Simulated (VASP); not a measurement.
Consider the following.

```yaml
crystal:
  lattice:
    - [4.57578, 0.00000, 0.00000]
    - [-2.28789, 3.96274, 0.00000]
    - [0.00000, 0.00000, 6.56418]
  atoms:
    - { symbol: Si, position: [0.16415, 0.83585, 0.83333] }
    - { symbol: Si, position: [0.32830, 0.16415, 0.16667] }
    - { symbol: Si, position: [0.16415, 0.32830, 0.50000] }
    - { symbol: Si, position: [0.83585, 0.16415, 0.83333] }
    - { symbol: Si, position: [0.67170, 0.83585, 0.16667] }
    - { symbol: Si, position: [0.83585, 0.67170, 0.50000] }
    - { symbol: Mo, position: [0.50000, 0.00000, 0.50000] }
    - { symbol: Mo, position: [0.50000, 0.50000, 0.83333] }
    - { symbol: Mo, position: [0.00000, 0.50000, 0.16667] }
```

Level of theory: PBEsol GGA, VASP's PBE PAW potentials (set 64) (plane waves; VASP). Settings: 400 eV cut-off, Gaussian smearing of 0.050 eV, potentials Si Mo_sv.

Task: Give the energies of bands 25 to 38 at the high-symmetry points, in eV from the valence-band maximum.

Result: 
```json
[
 {"band": "25", "Γ": "-3.73", "M": "-3.85", "K": "-3.05", "A": "-3.64", "L": "-3.44", "H": "-3.35"},
 {"band": "26", "Γ": "-3.73", "M": "-3.33", "K": "-3.05", "A": "-3.62", "L": "-3.36", "H": "-3.35"},
 {"band": "27", "Γ": "-3.29", "M": "-3.31", "K": "-3.02", "A": "-3.62", "L": "-3.09", "H": "-3.27"},
 {"band": "28", "Γ": "-3.29", "M": "-3.11", "K": "-2.85", "A": "-3.61", "L": "-3.07", "H": "-3.20"},
 {"band": "29", "Γ": "-3.05", "M": "-2.34", "K": "-2.85", "A": "-2.35", "L": "-3.02", "H": "-1.91"},
 {"band": "30", "Γ": "-3.05", "M": "-2.19", "K": "-2.58", "A": "-2.35", "L": "-2.69", "H": "-1.91"},
 {"band": "31", "Γ": "-2.75", "M": "-1.61", "K": "-1.10", "A": "-2.10", "L": "-2.01", "H": "-1.53"},
 {"band": "32", "Γ": "-2.13", "M": "-1.07", "K": "-1.10", "A": "-0.75", "L": "-1.27", "H": "-1.53"},
 {"band": "33", "Γ": "-0.85", "M": "-0.67", "K": "-0.89", "A": "-0.75", "L": "0.00", "H": "-0.62"},
 {"band": "34", "Γ": "2.00", "M": "0.03", "K": "0.62", "A": "1.87", "L": "0.53", "H": "0.59"},
 {"band": "35", "Γ": "2.37", "M": "0.69", "K": "0.99", "A": "2.30", "L": "1.09", "H": "1.18"},
 {"band": "36", "Γ": "2.37", "M": "0.85", "K": "0.99", "A": "2.31", "L": "1.33", "H": "1.18"},
 {"band": "37", "Γ": "2.51", "M": "1.32", "K": "1.51", "A": "2.31", "L": "1.35", "H": "1.81"},
 {"band": "38", "Γ": "2.52", "M": "1.93", "K": "1.51", "A": "2.59", "L": "1.68", "H": "1.81"}
]
```

The gap is indirect, 0.03 eV, from the valence maximum at L to the conduction minimum at M.

The structure comes from a computed database's Si2Mo entry (P6_222); how it stands against other phases isn't given here. It was relaxed first.
